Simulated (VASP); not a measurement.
A calculation with VASP 6.6.1 of Tc3Sn (native input, structure from a POSCAR):

Contents of INCAR:

```
SYSTEM = Tc3Sn
PREC = Accurate
ENCUT = 520
EDIFF = 1E-6
ISMEAR = 0
SIGMA = 0.02
LREAL = .FALSE.
LASPH = .TRUE.
NELM = 100
ALGO = Normal
ISIF = 2
LWAVE = .FALSE.
LCHARG = .TRUE.
GGA = PE
LELF = .TRUE.
LVHAR = .TRUE.
```

File KPOINTS:

```
regular mesh
0
G
  10 10 3
  0 0 0
```

File POSCAR:

```
Tc3Sn
1.0
    2.9415865702      0.0000000000      0.0000000000
   -1.4707932851      2.5474886972      0.0000000000
    0.0000000000      0.0000000000      8.6334470000
Sn Tc
1 3
Direct
    0.0000000000      0.0000000000      0.0000000000
    0.3333333333      0.6666666667      0.7382180000
    0.3333333333      0.6666666667      0.2617820000
    0.0000000000      0.0000000000      0.5000000000
```

Potentials or basis: VASP PAW PBE potentials, release 54 (Sn_d, Tc_pv).

Command:

```console
$ cat potpaw_PBE.54/Sn_d/POTCAR potpaw_PBE.54/Tc_pv/POTCAR > POTCAR
$ mpirun -np 1 vasp_std > vasp.out
```

The cell comes from a database or a generator and needn't be the stable form of this composition.

Problem. Write the same calculation in another form: ASE script, structure from a POSCAR.

Solution. As run:

The input run.py:

```python
from ase.calculators.vasp import Vasp
from ase.dft.bandgap import bandgap
from ase.io import read

atoms = read('POSCAR')
calc = Vasp(
    directory='calc',
    xc='pbe',
    pp='PBE',
    setups='recommended',
    pp_version='54',
    prec='Accurate',
    encut=520,
    ediff=1e-06,
    ismear=0,
    sigma=0.02,
    lreal=False,
    lasph=True,
    nelm=60,
    algo='Normal',
    isif=2,
    lwave=False,
    lcharg=False,
    kpts=[10, 10, 3],
    gamma=True,
    nbands=34,
)
atoms.calc = calc

print('energy (eV):', atoms.get_potential_energy())
print('free energy (eV):', atoms.get_potential_energy(force_consistent=True))
print('forces (eV/A):')
print(atoms.get_forces())
print('stress (eV/A^3, Voigt):', atoms.get_stress())
print('Fermi level (eV):', calc.get_fermi_level())
gap, top, bottom = bandgap(calc)
print('band gap (eV):', gap, 'from (spin, k, band)', top, 'to', bottom)
```

File POSCAR:

```
Tc3Sn
1.0
    2.9415865702      0.0000000000      0.0000000000
   -1.4707932851      2.5474886972      0.0000000000
    0.0000000000      0.0000000000      8.6334470000
Sn Tc
1 3
Direct
    0.0000000000      0.0000000000      0.0000000000
    0.3333333333      0.6666666667      0.7382180000
    0.3333333333      0.6666666667      0.2617820000
    0.0000000000      0.0000000000      0.5000000000
```

Potentials or basis: VASP PAW PBE potentials, release 54 (Sn_d, Tc_pv).

The run is started by

```sh
$ python run.py
```

Both were run:

|  | native input, structure from a POSCAR | ASE script, structure from a POSCAR |
| --- | --- | --- |
| Pressure | -2.2 GPa | -2.2 GPa |
| Largest force | 0.090 eV/Å | 0.090 eV/Å |
| Band gap on the k mesh | none (metal or under the smearing width) | none (metal or under the smearing width) |

Keys that steer only the numerical path or the files written may differ.
